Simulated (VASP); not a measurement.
# Cd₂Zn₂Te₄ (ordered alloy cell): computed properties

These are PBEsol GGA, VASP's PBE PAW potentials (set 64) (plane waves; VASP 6.6.1) values and carry that method's errors.

- space group = R3m (160)
- cell = a = b = 4.428 Å, c = 43.683 Å, α = β = 90.00°, γ = 120.00°
- volume per atom = 30.91 Å³/atom
- band gap (over mesh and band path) = 0.73 eV
- smallest direct gap (over mesh and band path) = 0.73 eV
- band-edge character = direct, Γ to Γ
- density = 5.82 g/cm³

```
CdZnTe2
1.0
    0.00000     3.13122     3.13122
    3.13122     0.00000     3.13122
   12.58174    12.58174    -0.05685
Zn Te Cd
2 4 2
Cartesian
  3.20071   3.20071   6.19295
  3.09003   3.09003   0.04119
  1.57058   1.57058   1.56064
  4.59530   4.59530   1.66714
  7.87136   7.87136   1.52231
 11.13610  11.13610   1.38879
  6.20901   6.20901   0.05344
 12.61124  12.61124   6.17610
```

Unless said otherwise, spin-orbit coupling is left out, though it shifts the bands of the heavy elements here.

The structure was generated: Cd2Zn2Te4 was put into an ordered model structure (R3m), which need not be its known phase. It was relaxed first. Symmetry was kept, so distortions that lower it aren't found.
